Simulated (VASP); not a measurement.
Data:

```yaml
crystal:
  lattice:
    - [4.12983, 2.06098, 2.06098]
    - [2.06098, 4.12983, 2.06098]
    - [2.06098, 2.06098, 4.12983]
  atoms:
    - { symbol: Ni, position: [0.00000, 0.00000, 0.00000], spin: 1.3 }
    - { symbol: Ni, position: [0.50000, 0.50000, 0.50000], spin: -1.3 }
    - { symbol: O, position: [0.25000, 0.25000, 0.25000] }
    - { symbol: O, position: [0.75000, 0.75000, 0.75000] }
```

Method: vdW-DF-cx, VASP's PBE PAW potentials (set 64) (plane waves; VASP). Run with 520 eV cut-off, Gaussian smearing of 0.050 eV, potentials Ni O.

**Question.** What does the run give for the cell moment, band gap (along the path) with the smallest direct gap where there is one?

**Answer.** 
```json
{
 "band gap (along the path)": "1.00 eV",
 "smallest direct gap (along the path)": "1.18 eV",
 "cell_moment": "0.00 μB"
}
```

The absolute energy has meaning only against runs of the same code, potentials and settings.

The compound is NiO in the rock salt, AFM-II order structure. It was relaxed first.
